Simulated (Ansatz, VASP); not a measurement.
GaGe in VASP and in Ansatz

File INCAR:

```
  PREC = Accurate
  ENCUT = 520
  EDIFF = 1E-7
  ISMEAR = -1
  SIGMA = 0.05
  LREAL = False
  LASPH = True
  NELM = 100
  ALGO = Normal
  ISIF = 2
  LWAVE = False
  LCHARG = False
  NBANDS = 20
```

File KPOINTS:

```
regular mesh
0
Gamma
  8 8 8
```

The input POSCAR:

```
GaGe
1.0
    0.0000000000      2.8386877276      2.8386877276
    2.8386877276      0.0000000000      2.8386877276
    2.8386877276      2.8386877276      0.0000000000
Ge Ga
1 1
Direct
    0.0000000000      0.0000000000      0.0000000000
    0.2500000000      0.2500000000      0.2500000000
```

input.yaml

```yaml
crystal:
  lattice:
    - [0.0, 2.8386877276, 2.8386877276]
    - [2.8386877276, 0.0, 2.8386877276]
    - [2.8386877276, 2.8386877276, 0.0]
  atoms:
    - { symbol: Ge, position: [0.0, 0.0, 0.0] }
    - { symbol: Ga, position: [0.25, 0.25, 0.25] }
hamiltonian:
  xc: lda
  pseudopotentials: { kind: paw }
kpoints:
  mp_grid: { grid: [8, 8, 8] }
scf:
  occupations: { method: fermi_dirac, width: 0.05 }
output:
  forces: true
  stress: true
  eigenvalues: true
```

The cell comes from a database or a generator and needn't be the stable form of this composition.

Alike in both runs: task single point; functional LDA; k mesh 8 × 8 × 8; occupations fermi-dirac, width 0.05 eV; no spin polarisation.

|  | VASP | Ansatz |
| --- | --- | --- |
| version | VASP 6.6.1 | Ansatz 0.2.0 |
| potentials or method | VASP PAW LDA potentials, release 64 (Ge_d, Ga_d) | Ansatz PAW |
| plane-wave cutoff (eV) | 520 | 420 |
| valence electrons in the cell | 27 | 27 |

|  | VASP | Ansatz | Ansatz less VASP |
| --- | --- | --- | --- |
| gap on the k mesh at the Fermi level (eV) | none | none | - |
| pressure (GPa) | -1.0 | -1.1 | -0.13 |

A gap of «none» marks a metal or a gap that the smearing closes.

Caveats: the PAW data sets come from PBE, with cores solved anew for the run's functional, which leaves a small shift of forces and pressure (Ansatz).
